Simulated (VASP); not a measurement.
Here is the system:

```xyz
2
Lattice="0.0000 2.7934 2.7934 2.7934 0.0000 2.7934 2.7934 2.7934 0.0000" Properties=species:S:1:pos:R:3 pbc="T T T"
Ag     0.0000     0.0000     0.0000
Br     2.7934     2.7934     2.7934
```

All values below come from vdW-DF-cx, VASP's PBE PAW potentials (set 64) (plane waves; VASP). Run with 520 eV cut-off, 8×8×8 Γ-centred mesh, Gaussian smearing of 0.050 eV, potentials Ag Br.

Problem. What does the run give for the energy per atom (σ→0), pressure, band gap (on the k-mesh) with the smallest direct gap where there is one?

Solution. 
```json
{
 "band gap (on the k-mesh)": "0.58 eV",
 "smallest direct gap (on the k-mesh)": "2.81 eV",
 "energy per atom (σ→0)": "-0.158 eV/atom",
 "pressure": "3.64 GPa"
}
```

Total energies compare only between runs with the same potentials, cut-off and functional.

The compound is AgBr in the rock salt structure. This cell is one point of a volume scan, at 0.94 of the reference volume.
